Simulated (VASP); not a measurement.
# A VASP study of PbO (Litharge) (PBEsol): structure first, properties next, part 2 of 5

What structure does PbO (Litharge) take at this level, and what are its properties? The start is a cell from a database of measured crystal structures.

VASP 6.6.1, plane waves and PAW; the level of theory is named at each step.

So far, gap on the k-mesh (eV): step 2 (full relaxation (PBEsol)) 1.22. The relaxed cell has a = 3.990, c = 5.046 Å (conventional setting).

The database entry behind the starting cell differs from later determinations by our own check (an axis about 0.4 % long against later determinations), so it need not match the best structure at ambient conditions.

### Step 3. Single point with fields (PBEsol)

Level of this step: PBEsol; plane waves and PAW (Pb_d, O) (VASP).

The relaxed cell gets a fresh self-consistent run, on a basis set for its own volume, to fix the density and to check the remaining stress.

Input file INCAR:

```
SYSTEM = PbO
PREC = Accurate
ENCUT = 520
EDIFF = 1E-06
NELM = 100
ISMEAR = 0
SIGMA = 0.05
LREAL = .FALSE.
ALGO = Normal
GGA = PS
NBANDS = 26
LORBIT = 11
LWAVE = .FALSE.
LCHARG = .TRUE.
ISIF = 2
LELF = .TRUE.
LVHAR = .TRUE.
```

Input file POSCAR:

```
PbO
1.0
    3.9903219130      0.0000000000      0.0000000000
    0.0000000000      3.9903219130      0.0000000000
    0.0000000000      0.0000000000      5.0461551002
Pb O
2 2
Direct
    0.0000000000      0.5000000000      0.2347986345
    0.5000000000      0.0000000000      0.7652013655
    0.0000000000      0.0000000000      0.0000000000
    0.5000000000      0.5000000000      0.0000000000
```

Input file KPOINTS:

```
Automatic mesh
0
Gamma
6 6 5
0 0 0
```

The projector-augmented-wave data sets are Pb_d and O (PBE family, release 64).

Launch:

```
$ mpirun -np 4 vasp_std
```

The log of the run:

```text
[banner, memory and clock lines left out]
running    4 mpi-ranks, on    1 nodes
 distrk:  each k-point on    4 cores,    1 groups
 distr:  one band on    1 cores,    4 groups

 POSCAR found type information on POSCAR PbO
 POSCAR found :  2 types and       4 ions
 [... a notice as in an earlier step ...]

 LDA part: xc-table for (Slater+PW92), standard interpolation
|                                                                             |
|           W    W    AA    RRRRR   N    N  II  N    N   GGGG   !!!           |
|           W    W   A  A   R    R  NN   N  II  NN   N  G    G  !!!           |
|           W    W  A    A  R    R  N N  N  II  N N  N  G       !!!           |
|           W WW W  AAAAAA  RRRRR   N  N N  II  N  N N  G  GGG   !            |
|           WW  WW  A    A  R   R   N   NN  II  N   NN  G    G                |
|           W    W  A    A  R    R  N    N  II  N    N   GGGG   !!!           |
|                                                                             |
|     The number of bands has been changed from the values supplied in        |
|     The orbitals not found in the WAVECAR file will be initialized with     |
|     random numbers, which is usually adequate. For correlated               |
|     calculations, however, you should redo the groundstate calculation.     |
|     I found NBANDS = 26. Now, NBANDS = 28.                                  |
|                                                                             |

 POSCAR, INCAR and KPOINTS ok, starting setup
 FFT: planning ... GRIDC
 FFT: planning ... GRID_SOFT
 FFT: planning ... GRID
 WAVECAR not read
 entering main loop
       N       E                     dE             d eps       ncg     rms          rms(c)
DAV:   1     0.456713536804E+03    0.45671E+03   -0.19579E+04  1680   0.168E+03
DAV:   2     0.338535302486E+02   -0.42286E+03   -0.40577E+03  1736   0.447E+02
DAV:   3    -0.242915002633E+02   -0.58145E+02   -0.56764E+02  2116   0.179E+02
DAV:   4    -0.269085466672E+02   -0.26170E+01   -0.26087E+01  1996   0.395E+01
DAV:   5    -0.269857934843E+02   -0.77247E-01   -0.77242E-01  1908   0.734E+00    0.114E+01
DAV:   6    -0.230970915942E+02    0.38887E+01   -0.21506E+01  2476   0.375E+01    0.525E+00
DAV:   7    -0.229208923505E+02    0.17620E+00   -0.26018E+00  2084   0.114E+01    0.243E+00
DAV:   8    -0.228855674401E+02    0.35325E-01   -0.53995E-01  1816   0.471E+00    0.904E-01
DAV:   9    -0.228721884272E+02    0.13379E-01   -0.60797E-02  2636   0.199E+00    0.257E-01
DAV:  10    -0.228731676342E+02   -0.97921E-03   -0.11335E-02  1952   0.712E-01    0.696E-02
DAV:  11    -0.228730711768E+02    0.96457E-04   -0.13674E-03  2796   0.300E-01    0.581E-02
DAV:  12    -0.228730318177E+02    0.39359E-04   -0.19381E-04  2456   0.138E-01    0.175E-02
DAV:  13    -0.228730291086E+02    0.27091E-05   -0.41041E-05  1844   0.402E-02    0.824E-03
DAV:  14    -0.228730280985E+02    0.10101E-05   -0.44858E-06  1760   0.205E-02    0.125E-03
DAV:  15    -0.228730279522E+02    0.14630E-06   -0.70875E-07  1000   0.579E-03
   1 F= -.22873028E+02 E0= -.22873028E+02  d E =-.774865E-14
```

It took 14 s on 4 MPI ranks of Intel Xeon 6975P-C (Granite Rapids), shared host; peak memory 0.55 GiB.

OUTCAR, selected parts (step 3):

```text
  LATTYP: Found a simple tetragonal cell.
 ALAT       =     3.9903219130
 C/A-ratio  =     1.2645984986

 Found     30 irreducible k-points:

   k-points           NKPTS =     30   k-points in BZ     NKDIM =     30   number of bands    NBANDS=     28

   ENCUT  =  520.0 eV  38.22 Ry    6.18 a.u.   7.42  7.42  9.38*2*pi/ulx,y,z

   NELECT =      40.0000    total number of electrons

 E-fermi :   5.0829

 k-point     1 :       0.0000    0.0000    0.0000
  band No.  band energies     occupation
    ...
     16       0.5713      2.00000
     17       3.1684      2.00000
     18       3.1938      2.00000
     19       3.1938      2.00000
     20       4.8346      2.00000
     21       7.1149      0.00000
     22      10.1727      0.00000
     23      10.4947      0.00000
     24      10.4947      0.00000
     25      11.3690      0.00000
    ...

 k-point     2 :       0.1667    0.0000    0.0000
  band No.  band energies     occupation
    ...
     16       0.7380      2.00000
     17       2.6381      2.00000
     18       3.0060      2.00000
     19       3.1150      2.00000
     20       4.8299      2.00000
     21       7.8193      0.00000
     22       8.9899      0.00000
     23      10.5611      0.00000
     24      10.6379      0.00000
     25      10.7323      0.00000
    ...

  Total       -0.0010844     -0.0010844      0.0226179      0.0000000      0.0000000      0.0000000
  in kB       -0.0216240     -0.0216240      0.4510109      0.0000000      0.0000000      0.0000000
  external PRESSURE =       0.1359210 kB  Pullay stress =       0.0000000 kB

  energy-cutoff  :      520.00
  volume of cell :       80.35
      direct lattice vectors                 reciprocal lattice vectors
     3.990321913  0.000000000  0.000000000     0.250606348  0.000000000  0.000000000
     0.000000000  3.990321913  0.000000000     0.000000000  0.250606348  0.000000000
     0.000000000  0.000000000  5.046155100     0.000000000  0.000000000  0.198170682

 POSITION                                       TOTAL-FORCE (eV/Angst)
 -----------------------------------------------------------------------------------
      0.00000      1.99516      1.18483         0.000000      0.000000      0.009371
      1.99516      0.00000      3.86132        -0.000000     -0.000000     -0.009371
      0.00000      0.00000      0.00000        -0.000000     -0.000000      0.000000
      1.99516      1.99516      0.00000        -0.000000      0.000000      0.000000
 -----------------------------------------------------------------------------------
    total drift:                                0.000000      0.000000      0.000000

  FREE ENERGIE OF THE ION-ELECTRON SYSTEM (eV)
  ---------------------------------------------------
  free  energy   TOTEN  =       -22.8730279522 eV

  energy  without entropy=      -22.8730279522  energy(sigma->0) =      -22.87302795

 total charge
# of ion       s       p       d       tot
------------------------------------------
    1        1.366   0.628   9.877  11.872
    2        1.366   0.628   9.877  11.872
    3        1.574   3.371   0.000   4.946
    4        1.574   3.371   0.000   4.946
--------------------------------------------------
tot          5.881   7.999  19.755  33.635

[... 4 parts as in an earlier step ...]

[... 6 further parts left out ...]
```

This step gave:

```yaml
scf_cycles: 15
bands: 28
fermi_energy: 5.083 eV
pressure: 0.01359 GPa
```

Valence electrons inside each PAW sphere by angular momentum. Sphere charges, by row:

```tsv
atom	s (e)	p (e)	d (e)	tot (e)
Pb1	1.366	0.628	9.877	11.87
Pb2	1.366	0.628	9.877	11.87
O3	1.574	3.371	0	4.946
O4	1.574	3.371	0	4.946
```

ELF in the ac plane at fractional y = 0.000, with atoms of Pb and O within 0.2 Å of it. It is the smooth field of the valence electrons, not physical close to the nuclei.

Ten even steps from '0' (0.01) to '9' (0.82), each cell a mean:
```
79952344432798
99733433343499
87324311134257
43235215135323
11245312246411
00356533466420
00356666666520
00246666666410
00024677664100
00002355531000
00000112100000
00000000000000
22100000000112
76521000001357
99852000002689
89972000013899
58972122113897
```
Columns run along a (4.0 Å), rows up along c (5.0 Å). Atoms in or near the plane, at fractional coordinates: Pb at (0.50, 0.77), O at (0.00, 0.00).

Electrostatic potential energy in the ac plane at fractional y = 0.000, with atoms of Pb and O within 0.2 Å of it. With pseudopotentials it is smooth inside the atoms' cores, unlike the true potential.

Values in eV, 17 rows by 14 columns, each cell a mean:
```
-51 -43 -11  -1  -3 -13 -23 -27 -21 -10  -2  -2 -21 -47
-27 -15  -2  -2 -14 -37 -54 -59 -51 -29  -9  -2  -5 -19
  1   1   0  -7 -31 -63 -80 -82 -77 -53 -23  -4   1   1
  3   3   0 -10 -39 -72 -82 -82 -82 -62 -29  -5   1   3
  3   3   0  -8 -34 -67 -81 -82 -80 -57 -25  -5   1   3
  3   3   0  -4 -20 -47 -65 -70 -61 -38 -14  -2   1   3
  3   3   2  -1  -5 -19 -30 -35 -28 -14  -3   0   2   3
  3   3   2   1   0  -3  -6  -8  -5  -2   0   2   3   3
  3   3   3   3   2   1   1   0   1   1   2   3   3   3
  3   3   3   3   3   3   3   3   3   3   3   3   3   3
  3   3   3   3   3   4   4   4   4   3   3   3   3   3
  4   4   3   4   4   4   4   4   4   4   4   4   3   4
  4   4   4   4   4   4   4   4   4   4   4   4   4   4
  2   3   4   4   4   4   4   4   4   4   4   4   4   3
-11  -4   2   4   4   3   3   3   3   4   4   3   1  -6
-49 -37  -6   2   3   2   1   0   1   2   3   1 -15 -42
-48 -50 -16   1   1  -1  -3  -3  -2   0   1  -1 -29 -51
```
Columns run along a (4.0 Å; values clipped at the 3rd and 97th percentile), rows up along c (5.0 Å). Atoms in or near the plane, at fractional coordinates: Pb at (0.50, 0.77), O at (0.00, 0.00).

Valence density in the ac plane at fractional y = 0.000, with atoms of Pb and O within 0.2 Å of it. It is the smooth field of the valence electrons, not physical close to the nuclei.

Ten even steps from '_' (0.0 e/Å³) to '@' (7.9 e/Å³), each cell a mean:
```
##++..______....________::**
--::..____..----::..____..::
________..==**##++--..______
________..++%%@@##--..______
________..==##%%**--..______
________..::====--::________
__________........__________
____________________________
____________________________
____________________________
____________________________
____________________________
____________________________
____________________________
....______________________..
**==..__________________::==
@@**::__________________--##
```
Columns run along a (4.0 Å), rows up along c (5.0 Å). Atoms in or near the plane, at fractional coordinates: Pb at (0.50, 0.77), O at (0.00, 0.00).

In this run the pressure is 0.01 GPa, small enough to go on.

### Step 4. Bands along the symmetry lines (PBEsol)

Levels along the symmetry lines show where the bands peak and cross; KPOINTS_OPT computes them in the converged potential.

Input file INCAR:

```
SYSTEM = PbO
PREC = Accurate
ENCUT = 520
EDIFF = 1E-06
NELM = 100
ISMEAR = 0
SIGMA = 0.05
LREAL = .FALSE.
ALGO = Normal
GGA = PS
NBANDS = 34
LORBIT = 11
LWAVE = .FALSE.
LCHARG = .FALSE.
KPAR = 4
```

POSCAR is that of step 3.

KPOINTS is that of step 3.

Input file KPOINTS_OPT:

```
Line mode
16
Line-mode
Reciprocal
  0.00000000   0.00000000   0.00000000 GAMMA
  0.00000000   0.50000000   0.00000000 X

  0.00000000   0.50000000   0.00000000 X
  0.50000000   0.50000000   0.00000000 M

  0.50000000   0.50000000   0.00000000 M
  0.00000000   0.00000000   0.00000000 GAMMA

  0.00000000   0.00000000   0.00000000 GAMMA
  0.00000000   0.00000000   0.50000000 Z

  0.00000000   0.00000000   0.50000000 Z
  0.00000000   0.50000000   0.50000000 R

  0.00000000   0.50000000   0.50000000 R
  0.50000000   0.50000000   0.50000000 A

  0.50000000   0.50000000   0.50000000 A
  0.00000000   0.00000000   0.50000000 Z

  0.00000000   0.50000000   0.00000000 X
  0.00000000   0.50000000   0.50000000 R

  0.50000000   0.50000000   0.00000000 M
  0.50000000   0.50000000   0.50000000 A
```

Launch:

```
$ mpirun -np 4 vasp_std
```

The log of the run:

```text
[banner, memory and clock lines left out]
running    4 mpi-ranks, on    1 nodes
 distrk:  each k-point on    1 cores,    4 groups
 distr:  one band on    1 cores,    1 groups

 POSCAR found type information on POSCAR PbO
 POSCAR found :  2 types and       4 ions
 [... a notice as in an earlier step ...]

 LDA part: xc-table for (Slater+PW92), standard interpolation
 POSCAR, INCAR and KPOINTS ok, starting setup
 FFT: planning ... GRIDC
 FFT: planning ... GRID_SOFT
 FFT: planning ... GRID
 WAVECAR not read
 entering main loop
       N       E                     dE             d eps       ncg     rms          rms(c)
DAV:   1     0.461417957934E+03    0.46142E+03   -0.18636E+04  2040   0.138E+03
DAV:   2     0.312873739958E+02   -0.43013E+03   -0.40067E+03  2104   0.393E+02
DAV:   3    -0.244630985508E+02   -0.55750E+02   -0.54209E+02  2396   0.154E+02
DAV:   4    -0.269011763469E+02   -0.24381E+01   -0.24302E+01  2456   0.334E+01
DAV:   5    -0.269871949630E+02   -0.86019E-01   -0.86000E-01  2768   0.659E+00    0.114E+01
DAV:   6    -0.231105773634E+02    0.38766E+01   -0.18308E+01  3078   0.311E+01    0.529E+00
DAV:   7    -0.229228836764E+02    0.18769E+00   -0.24025E+00  2544   0.945E+00    0.242E+00
DAV:   8    -0.228814720115E+02    0.41412E-01   -0.48145E-01  2322   0.378E+00    0.811E-01
DAV:   9    -0.228724392599E+02    0.90328E-02   -0.39537E-02  3316   0.136E+00    0.267E-01
DAV:  10    -0.228732256168E+02   -0.78636E-03   -0.93719E-03  2612   0.623E-01    0.755E-02
DAV:  11    -0.228730531916E+02    0.17243E-03   -0.11088E-03  3324   0.258E-01    0.492E-02
DAV:  12    -0.228730304259E+02    0.22766E-04   -0.15418E-04  3072   0.952E-02    0.129E-02
DAV:  13    -0.228730283432E+02    0.20828E-05   -0.28805E-05  2660   0.340E-02    0.581E-03
DAV:  14    -0.228730280219E+02    0.32130E-06   -0.24770E-06  2322   0.914E-03
   1 F= -.22873028E+02 E0= -.22873028E+02  d E =-.146303E-17
 Start KPOINTS_OPT (optional k-point list driver)
k-point batch [1-30\144]
       N       E                     dE             ncg
DAV:   1     0.682628796707E+04   -0.16895E+05     2050
DAV:   2    -0.577673414301E+04   -0.12603E+05     2064
DAV:   3    -0.737821193097E+04   -0.16015E+04     2440
DAV:   4    -0.745559492386E+04   -0.77383E+02     2446
DAV:   5    -0.745817763320E+04   -0.25827E+01     2856
DAV:   6    -0.745825859581E+04   -0.80963E-01     2772
DAV:   7    -0.745826102250E+04   -0.24267E-02     2854
DAV:   8    -0.745826106229E+04   -0.39797E-04     2482
DAV:   9    -0.745826106322E+04   -0.92173E-06     1680
[...]
k-point batch [121-144\144]
       N       E                     dE             ncg
DAV:   1     0.117502464858E+05   -0.26904E+05     1632
DAV:   2     0.184561536308E+04   -0.99046E+04     1704
DAV:   3     0.588419595435E+03   -0.12572E+04     1984
DAV:   4     0.533080134043E+03   -0.55339E+02     1992
DAV:   5     0.531089853352E+03   -0.19903E+01     2248
DAV:   6     0.531024328093E+03   -0.65525E-01     2084
DAV:   7     0.531021593085E+03   -0.27350E-02     2380
DAV:   8     0.531021578510E+03   -0.14575E-04     1940
DAV:   9     0.531021578251E+03   -0.25827E-06     1350
```

Elapsed: 48 s, on 4 MPI ranks; peak memory 1 GiB.

Parts of OUTCAR (step 4):

```text
 Found     30 irreducible k-points:

   k-points           NKPTS =     30   k-points in BZ     NKDIM =     30   number of bands    NBANDS=     34

   NELECT =      40.0000    total number of electrons

 E-fermi :   5.1224

 k-point     1 :       0.0000    0.0000    0.0000
  band No.  band energies     occupation
    ...
     16       0.5712      2.00000
     17       3.1682      2.00000
     18       3.1937      2.00000
     19       3.1937      2.00000
     20       4.8345      2.00000
     21       7.1149      0.00000
     22      10.1726      0.00000
     23      10.4947      0.00000
     24      10.4947      0.00000
     25      11.3689      0.00000
    ...

 k-point     2 :       0.1667    0.0000    0.0000
  band No.  band energies     occupation
    ...
     16       0.7379      2.00000
     17       2.6380      2.00000
     18       3.0058      2.00000
     19       3.1149      2.00000
     20       4.8298      2.00000
     21       7.8193      0.00000
     22       8.9899      0.00000
     23      10.5610      0.00000
     24      10.6378      0.00000
     25      10.7322      0.00000
    ...

  Total        0.0010536      0.0010536      0.0253514      0.0000000      0.0000000      0.0000000
  in kB        0.0210102      0.0210102      0.5055178      0.0000000      0.0000000      0.0000000
  external PRESSURE =       0.1825127 kB  Pullay stress =       0.0000000 kB

 POSITION                                       TOTAL-FORCE (eV/Angst)
 -----------------------------------------------------------------------------------
      0.00000      1.99516      1.18483        -0.000000      0.000000      0.009085
      1.99516      0.00000      3.86132         0.000000      0.000000     -0.009085
      0.00000      0.00000      0.00000        -0.000000     -0.000000      0.000000
      1.99516      1.99516      0.00000        -0.000000      0.000000      0.000000
 -----------------------------------------------------------------------------------
    total drift:                                0.000000      0.000000      0.000000

  FREE ENERGIE OF THE ION-ELECTRON SYSTEM (eV)
  ---------------------------------------------------
  free  energy   TOTEN  =       -22.8730280219 eV

  energy  without entropy=      -22.8730280219  energy(sigma->0) =      -22.87302802

[... 9 parts as in an earlier step ...]

[... 5 further parts left out ...]
```

Spin-orbit coupling is off here; with elements this heavy it splits and shifts levels by tenths of an eV or more.

This step gave:

- SCF cycles: 14
- bands: 34
- Fermi energy: 5.122 eV
- pressure: 0.01825 GPa
- least gap on mesh and path: 1.208 eV
- least direct gap on mesh and path: 2.212 eV
- valence top at k: 0, 0.1, 0
- least direct gap at k: 0, 0, 0.1667

The electronic bands at the labelled points (eV, zero at the valence-band top; v1 is the highest filled band, c1 the lowest empty one):

```tsv
point	v4	v3	v2	v1	c1	c2	c3	c4
Γ	-1.68	-1.66	-1.66	-0.01	2.27	5.32	5.65	5.65
0.47 of the way	-2.43	-2.01	-1.89	-0.14	3.38	3.64	5.41	5.92
X	-3.01	-3.01	-1.63	-1.63	3.33	3.33	6.45	6.45
0.53 of the way	-2.09	-2.09	-1.39	-1.39	2.39	2.39	5.36	5.36
M	-1.63	-1.63	-1.02	-1.02	1.21	1.21	5.20	5.20
0.47 of the way	-2.79	-2.77	-1.23	-0.55	2.92	3.23	4.75	5.12
Γ	-1.68	-1.66	-1.66	-0.01	2.27	5.32	5.65	5.65
0.47 of the way	-1.70	-1.67	-1.67	-0.30	1.95	4.63	4.63	4.96
Z	-1.72	-1.68	-1.68	-0.91	1.84	4.01	4.01	4.20
0.53 of the way	-2.38	-2.13	-1.13	-0.90	2.27	3.09	4.71	6.62
R	-2.98	-2.98	-0.97	-0.97	3.02	3.02	6.30	6.30
0.53 of the way	-1.66	-1.66	-1.50	-1.50	3.43	3.43	4.48	4.48
A	-2.21	-2.21	-1.03	-1.03	3.46	3.46	4.63	4.63
0.47 of the way	-2.65	-1.63	-1.22	-1.07	2.49	3.69	3.87	6.15
Z	-1.72	-1.68	-1.68	-0.91	1.84	4.01	4.01	4.20
jump to X	-3.01	-3.01	-1.63	-1.63	3.33	3.33	6.45	6.45
0.47 of the way	-2.99	-2.99	-1.29	-1.29	3.18	3.18	6.49	6.49
R	-2.98	-2.98	-0.97	-0.97	3.02	3.02	6.30	6.30
jump to M	-1.63	-1.63	-1.02	-1.02	1.21	1.21	5.20	5.20
0.53 of the way	-1.96	-1.96	-1.02	-1.02	2.12	2.12	5.50	5.50
A	-2.21	-2.21	-1.03	-1.03	3.46	3.46	4.63	4.63
```

Of the projections kept (Pb, O), the largest for each band there; the rest of the weight can lie on other orbitals:

```tsv
point	v4	v3	v2	v1	c1	c2	c3	c4
Γ	O 0.93	O 0.91	O 0.91	O 0.62	Pb 0.82	Pb 0.94	Pb 0.65	Pb 0.65
X	O 0.81	O 0.81	O 0.61	O 0.61	Pb 0.57	Pb 0.57	Pb 0.56	Pb 0.56
M	Pb 0.57	Pb 0.57	O 0.97	O 0.97	Pb 0.83	Pb 0.83	Pb 0.87	Pb 0.87
Γ	O 0.93	O 0.91	O 0.91	O 0.62	Pb 0.82	Pb 0.94	Pb 0.65	Pb 0.65
Z	O 0.93	O 0.90	O 0.90	O 0.78	Pb 0.91	Pb 0.92	Pb 0.92	Pb 0.87
R	O 0.81	O 0.81	O 0.69	O 0.69	O 0.59	O 0.59	Pb 0.84	Pb 0.84
```

The path finds the gap of the mesh within 0.02 eV, so the mesh comes close to both band edges.

(Part 2 of 5 ends here.)

[Lines on the potential files, build, host, timing and source positions are cut from VASP's logs without a mark.]

[Logs are printed without paths, hosts, clocks, repeated set-up lines and the standing remarks that a program may print on its own settings, such as how far it seeks lower states.]

[Hosts, paths, dates, database ids (printed as entryN), source tags and the programs' standing remarks are cut or masked in the printed files.]

[A measured line is paired with the nearest computed mode of its activity, which favours agreement.]
